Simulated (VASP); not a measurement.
## How uniaxial stress along [001] changes C

How do the elastic response and the band edges of C follow uniaxial stress along [001]?

Program: VASP 6.6.1. Level of theory: LDA; plane waves and PAW (C), in the first sound run; inputs show where later runs differ. Results are calculated unless marked as measured.

## 1. Set-up

Symmetry: Fd-3m, No. 227, cubic system. Conventional cell: a = 3.567 Å, b = 3.567 Å, c = 3.567 Å, α = 90.00°, β = 90.00°, γ = 90.00°. C has 4 C at 1.54 Å nearest.

Structure file:

```cif
data_structure
_symmetry_space_group_name_H-M 'P 1'
_symmetry_Int_Tables_number 1
_cell_length_a 2.5222
_cell_length_b 2.5222
_cell_length_c 2.5222
_cell_angle_alpha 60.000
_cell_angle_beta 60.000
_cell_angle_gamma 60.000
_cell_volume 11.35
loop_
_atom_site_label
_atom_site_type_symbol
_atom_site_fract_x
_atom_site_fract_y
_atom_site_fract_z
_atom_site_occupancy
C1 C 0.00000 0.00000 0.00000 1
C2 C 0.25000 0.25000 0.25000 1
```

## 2. Relax the crystal, LDA

The series starts from the cell that this level prefers, so that zero strain is near zero stress.

This step took 2 runs in a row; the last is shown.

Level: LDA; plane waves and PAW (C).

Input file INCAR:

```
SYSTEM = C
PREC = Accurate
ENCUT = 600
EDIFF = 1E-07
NELM = 120
ISMEAR = 0
SIGMA = 0.02
LREAL = .FALSE.
ALGO = Normal
GGA = CA
NBANDS = 10
LASPH = .TRUE.
LORBIT = 11
LWAVE = .FALSE.
LCHARG = .FALSE.
KPAR = 12
IBRION = 2
NSW = 40
ISIF = 3
EDIFFG = -0.005
POTIM = 0.4
```

Input file POSCAR:

```
C
1.0
    0.0000000000      1.7668691223      1.7668691223
    1.7668691223      0.0000000000      1.7668691223
    1.7668691223      1.7668691223      0.0000000000
C
2
Direct
    0.0000000000      0.0000000000      0.0000000000
    0.2500000000      0.2500000000      0.2500000000
```

Input file KPOINTS:

```
Automatic mesh
0
Gamma
14 14 14
0 0 0
```

PAW data sets: C (LDA family, release 64).

On the command line:

```
> mpirun -np 12 vasp_std
```

Log:

```text
[banner, memory and clock lines left out]
running   12 mpi-ranks, on    1 nodes
[...]
|                                                                             |
|           W    W    AA    RRRRR   N    N  II  N    N   GGGG   !!!           |
|           W    W   A  A   R    R  NN   N  II  NN   N  G    G  !!!           |
|           W    W  A    A  R    R  N N  N  II  N N  N  G       !!!           |
|           W WW W  AAAAAA  RRRRR   N  N N  II  N  N N  G  GGG   !            |
|           WW  WW  A    A  R   R   N   NN  II  N   NN  G    G                |
|           W    W  A    A  R    R  N    N  II  N    N   GGGG   !!!           |
|                                                                             |
|     For optimal performance we recommend to set                             |
|       NCORE = 2 up to number-of-cores-per-socket                            |
|     NCORE specifies how many cores store one orbital (NPAR=cpu/NCORE).      |
|     This setting can greatly improve the performance of VASP for DFT.       |
[...]
|     Unfortunately you need to use the default for GW and RPA                |
|     calculations (for HF NCORE is supported but not extensively tested      |
|     yet).                                                                   |
|                                                                             |

 LDA part: xc-table for (Slater(with rela. corr.)+CA(PZ))
 , standard interpolation
 POSCAR, INCAR and KPOINTS ok, starting setup
[...]
entering main loop
       N       E                     dE             d eps       ncg     rms          rms(c)
DAV:   1     0.225764946951E-01    0.22576E-01   -0.54446E+03  2120   0.891E+02
DAV:   2    -0.207061526879E+02   -0.20729E+02   -0.19786E+02  2798   0.131E+02
DAV:   3    -0.211142547769E+02   -0.40810E+00   -0.40710E+00  2488   0.154E+01
DAV:   4    -0.211151186072E+02   -0.86383E-03   -0.86376E-03  2274   0.831E-01
[...]
DAV:   9    -0.202521614010E+02    0.12387E-04   -0.34034E-05  2370   0.497E-02    0.194E-02
DAV:  10    -0.202521627672E+02   -0.13661E-05   -0.17725E-06  2274   0.121E-02    0.447E-03
DAV:  11    -0.202521627009E+02    0.66249E-07   -0.56513E-08  1640   0.199E-03
   1 F= -.20252163E+02 E0= -.20252163E+02  d E =-.202522E+02
[...]
reached required accuracy - stopping structural energy minimisation
```

It took 2 s on 12 MPI ranks of AMD EPYC 7R43, shared host; peak memory 0.95 GiB; 17 s of CPU time.

The logs omit lines about the potential files and the build; timing stands in the text.

OUTCAR, selected parts (step 2):

```text
  Total        0.0025777      0.0025777      0.0025777      0.0000000      0.0000000      0.0000000
  in kB        0.3743643      0.3743643      0.3743643      0.0000000      0.0000000      0.0000000
  external PRESSURE =       0.3743643 kB  Pullay stress =       0.0000000 kB

 POSITION                                       TOTAL-FORCE (eV/Angst)
 -----------------------------------------------------------------------------------
      0.00000      0.00000      0.00000        -0.000000     -0.000000     -0.000000
      0.88343      0.88343      0.88343         0.000000      0.000000      0.000000
 -----------------------------------------------------------------------------------
    total drift:                                0.000000      0.000000      0.000000

  FREE ENERGIE OF THE ION-ELECTRON SYSTEM (eV)
  ---------------------------------------------------
  free  energy   TOTEN  =       -20.2521627009 eV

  energy  without entropy=      -20.2521627009  energy(sigma->0) =      -20.25216270

 reached required accuracy - stopping structural energy minimisation

[... 3 further parts left out ...]
[key lines of the parts left out:]
E-fermi :  10.2749
```

Read from the output:

```
energy(sigma→0) of the program : -20.2522 eV
stress, compression positive   : xx, yy, zz 0.04, 0.04, 0.04 GPa
volume                         : 11.032 Å³
ionic steps                    : 1
```

## 3. Strain across the axis, LDA

One member in full: the axis is strained by 0.5 %, and the two directions across it are strained alike until their mean stress is under 0.012 GPa or five steps are spent.

This step took 3 runs, each at a new trial strain with the atoms of the one before; the last is shown.

Level: LDA; plane waves and PAW (C).

Edit INCAR of step 2 so:

```diff
@@ -15,7 +15,7 @@
 LCHARG = .FALSE.
-KPAR = 12
-IBRION = 2
-NSW = 40
-ISIF = 3
-EDIFFG = -0.005
-POTIM = 0.4
+KPAR = 3
+IBRION = 1
+NSW = 25
+ISIF = 2
+EDIFFG = -0.004
+POTIM = 0.3
```

Input file POSCAR:

```
C
1.0
    0.0000000000      1.7658882280      1.7757034680
    1.7658882280      0.0000000000      1.7757034680
    1.7658882280      1.7658882280      0.0000000000
C
2
Direct
    0.0000000000      0.0000000000      0.0000000000
    0.2500000000      0.2500000000      0.2500000000
```

KPOINTS is that of step 2.

On the command line:

```
> mpirun -np 3 vasp_std
```

Log:

```text
[banner, memory and clock lines left out]
running    3 mpi-ranks, on    1 nodes
[...]
LDA part: xc-table for (Slater(with rela. corr.)+CA(PZ))
 , standard interpolation
 POSCAR, INCAR and KPOINTS ok, starting setup
[...]
entering main loop
       N       E                     dE             d eps       ncg     rms          rms(c)
DAV:   1    -0.384762084662E+00   -0.38476E+00   -0.53944E+03  5014   0.890E+02
DAV:   2    -0.207134061842E+02   -0.20329E+02   -0.19562E+02  6498   0.131E+02
DAV:   3    -0.211046824870E+02   -0.39128E+00   -0.39027E+00  5766   0.150E+01
DAV:   4    -0.211055439660E+02   -0.86148E-03   -0.86144E-03  5262   0.831E-01
[...]
DAV:   9    -0.202515119372E+02    0.11927E-04   -0.33721E-05  5554   0.496E-02    0.193E-02
DAV:  10    -0.202515133435E+02   -0.14063E-05   -0.17684E-06  5356   0.121E-02    0.449E-03
DAV:  11    -0.202515132826E+02    0.60886E-07   -0.57013E-08  3684   0.200E-03
   1 F= -.20251513E+02 E0= -.20251513E+02  d E =-.202515E+02
 BRION: g(F)=  0.763E-48 g(S)=  0.000E+00
 reached required accuracy - stopping structural energy minimisation
```

Run time: 8 s. Hardware: 3 MPI ranks; peak memory 0.31 GiB.

OUTCAR, selected parts (step 3):

```text
  Total       -0.0000577     -0.0000577     -0.3659176      0.0000000     -0.0000000      0.0000000
  in kB       -0.0083444     -0.0083444    -52.9379316      0.0000000     -0.0000000      0.0000000
  external PRESSURE =     -17.6515401 kB  Pullay stress =       0.0000000 kB

 POSITION                                       TOTAL-FORCE (eV/Angst)
 -----------------------------------------------------------------------------------
      0.00000      0.00000      0.00000         0.000000      0.000000     -0.000000
      0.88294      0.88294      0.88785        -0.000000     -0.000000      0.000000
 -----------------------------------------------------------------------------------
    total drift:                                0.000000      0.000000      0.000000

  FREE ENERGIE OF THE ION-ELECTRON SYSTEM (eV)
  ---------------------------------------------------
  free  energy   TOTEN  =       -20.2515132826 eV

  energy  without entropy=      -20.2515132826  energy(sigma->0) =      -20.25151328

[... 1 part as in an earlier step ...]

[... 3 further parts left out ...]
[key lines of the parts left out:]
E-fermi :  10.3359
```

Read from the output:

| Item | Value |
| --- | --- |
| energy(sigma→0) of the program | -20.2515 eV |
| stress, compression positive | xx, yy, zz 0.00, 0.00, -5.29 GPa |
| ionic steps | 1 |

## 4. Band edges, TB-mBJ with spin-orbit coupling

Short lines in KPOINTS_OPT sample the zone centre along and across the axis, for masses, and the other valleys.

Level: TB-mBJ, spin-orbit coupling; plane waves and PAW (C).

TB-mBJ has no energy functional, so the total energy, stress and pressure in this output mean nothing.

Input file INCAR:

```
SYSTEM = C
PREC = Accurate
ENCUT = 600
EDIFF = 1E-06
NELM = 150
ISMEAR = 0
SIGMA = 0.02
LREAL = .FALSE.
ALGO = Normal
METAGGA = MBJ
LASPH = .TRUE.
LNONCOLLINEAR = .TRUE.
MAGMOM = 0 0 0 0 0 0
NBANDS = 18
GGA_COMPAT = .FALSE.
LSORBIT = .TRUE.
LWAVE = .FALSE.
LCHARG = .FALSE.
KPAR = 3
```

POSCAR is that of step 3.

Input file KPOINTS:

```
Automatic mesh
0
Gamma
11 11 11
0 0 0
```

Input file KPOINTS_OPT:

```
Line mode
6
Line-mode
Reciprocal
  0.00000000   0.00000000   0.00000000
  0.01413060   0.01413060  -0.00000000

  0.00000000   0.00000000   0.00000000
 -0.00000000  -0.01405249  -0.01405249

  0.31000000   0.31000000   0.00000000
  0.50000000   0.50000000   0.00000000

  0.00000000   0.31000000   0.31000000
  0.00000000   0.50000000   0.50000000

  0.45000000   0.45000000   0.45000000
  0.50000000   0.50000000   0.50000000

  0.45000000   0.00000000   0.00000000
  0.50000000   0.00000000   0.00000000

  0.42500000   0.42500000   0.00000000
  0.42500000   0.43905249   0.01405249

  0.50000000   0.50000000   0.50000000
  0.49006339   0.50993661   0.50000000
```

On the command line:

```
> mpirun -np 3 vasp_ncl
```

Log:

```text
[banner, memory and clock lines left out]
running    3 mpi-ranks, on    1 nodes
[...]
|                                                                             |
|               ----> ADVICE to this user running VASP <----                  |
|                                                                             |
|     You enforced a specific xc type in the INCAR file but a different       |
|     [... a line on the potential file left out ...]
|     I HOPE YOU KNOW WHAT YOU ARE DOING!                                     |
|                                                                             |

 LDA part: xc-table for (None), standard interpolation
 POSCAR, INCAR and KPOINTS ok, starting setup
[...]
entering main loop
       N       E                     dE             d eps       ncg     rms          rms(c)
DAV:   1     0.817893533100E+01    0.81789E+01   -0.45170E+03  4544   0.984E+02
DAV:   2    -0.206009241595E+02   -0.28780E+02   -0.26747E+02  6310   0.185E+02
DAV:   3    -0.215098928541E+02   -0.90897E+00   -0.90054E+00  5358   0.256E+01
DAV:   4    -0.215130754618E+02   -0.31826E-02   -0.31818E-02  5578   0.183E+00
[...]
DAV:  23    -0.195254384000E+02    0.14724E-03   -0.79086E-08  2352   0.304E-03    0.222E-04
DAV:  24    -0.195254311302E+02    0.72698E-05   -0.94317E-09  2346   0.118E-03    0.377E-04
DAV:  25    -0.195254320072E+02   -0.87701E-06   -0.91298E-10  2340   0.363E-04
   1 F= -.19525432E+02 E0= -.19525432E+02  d E =-.128819E-27  mag=    -0.0000     0.0000     0.0000
 Start KPOINTS_OPT (optional k-point list driver)
k-point batch [1-48\48]
       N       E                     dE             ncg
DAV:   1     0.231333256043E+04   -0.12405E+05     1728
DAV:   2     0.789165325229E+03   -0.15242E+04     2494
DAV:   3     0.744368564920E+03   -0.44797E+02     1930
DAV:   4     0.744240186185E+03   -0.12838E+00     2158
DAV:   5     0.744239851159E+03   -0.33503E-03     1874
DAV:   6     0.744239850032E+03   -0.11266E-05     1788
DAV:   7     0.744239849972E+03   -0.59861E-07     1456
```

Elapsed: 72 s, on 3 MPI ranks; peak memory 0.57 GiB; 3.6 min of CPU time.

Parts of OUTCAR (step 4):

```text
  LATTYP: Found a body centered tetragonal cell.
 ALAT       =     2.4973430817
 C/A-ratio  =     1.4220741083

 Subroutine GETGRP returns: Found 16 space group operations
 (whereof  8 operations were pure point group operations)

The static configuration has the point symmetry D_2d.
 The point group associated with its full space group is D_4h.

 Found    126 irreducible k-points:

   k-points           NKPTS =    126   k-points in BZ     NKDIM =    126   number of bands    NBANDS=     18

   dimension x,y,z NGX =    20 NGY =   20 NGZ =   20
   dimension x,y,z NGXF=    40 NGYF=   40 NGZF=   40

   ENCUT  =  600.0 eV  44.10 Ry    6.64 a.u.   5.00  5.00  4.99*2*pi/ulx,y,z

   NELECT =       8.0000    total number of electrons

 E-fermi :  10.2110

 k-point     1 :       0.0000    0.0000    0.0000
  band No.  band energies     occupation
    ...
      4       9.9678      1.00000
      5      10.0584      1.00000
      6      10.0584      1.00000
      7      10.0660      1.00000
      8      10.0660      1.00000
      9      16.6916      0.00000
     10      16.6916      0.00000
     11      16.6992      0.00000
     12      16.6992      0.00000
     13      16.7643      0.00000
    ...

 k-point     2 :       0.0909    0.0000    0.0000
  band No.  band energies     occupation
    ...
      4       8.6310      1.00000
      5       9.6438      1.00000
      6       9.6438      1.00000
      7       9.7094      1.00000
      8       9.7094      1.00000
      9      17.1932      0.00000
     10      17.1932      0.00000
     11      17.2290      0.00000
     12      17.2290      0.00000
     13      17.4826      0.00000
    ...

  Total       -4.6303497     -4.6303497     -5.0825090      0.0000000      0.0000000     -0.0000000
  in kB     -669.8807801   -669.8807801   -735.2954453      0.0000000      0.0000000     -0.0000000
  external PRESSURE =    -691.6856685 kB  Pullay stress =       0.0000000 kB

 POSITION                                       TOTAL-FORCE (eV/Angst)
 -----------------------------------------------------------------------------------
      0.00000      0.00000      0.00000        -0.000000     -0.000000     -0.000000
      0.88294      0.88294      0.88785         0.000000      0.000000      0.000000
 -----------------------------------------------------------------------------------
    total drift:                                0.000000      0.000000     -0.000000

  FREE ENERGIE OF THE ION-ELECTRON SYSTEM (eV)
  ---------------------------------------------------
  free  energy   TOTEN  =       -19.5254320072 eV

  energy  without entropy=      -19.5254320072  energy(sigma->0) =      -19.52543201

 Spin-Orbit-Coupling matrix elements
 Ion:    1  E_soc:     -0.0000106
 Ion:    2  E_soc:     -0.0000106

[... 1 part as in an earlier step ...]

[... 7 further parts left out ...]
```

[end of part 1 of 2]

[Lines on the potential files, build, host, timing and source positions are cut from VASP's logs without a mark.]

[Logs are printed without paths, hosts, clocks, repeated set-up lines and the standing remarks that a program may print on its own settings, such as how far it seeks lower states.]

[Hosts, paths, dates, database ids (printed as entryN), source tags and the programs' standing remarks are cut or masked in the printed files.]

[In band tables of VASP the shares of atoms and orbitals are scaled to a sum of 1 inside the atoms' spheres.]
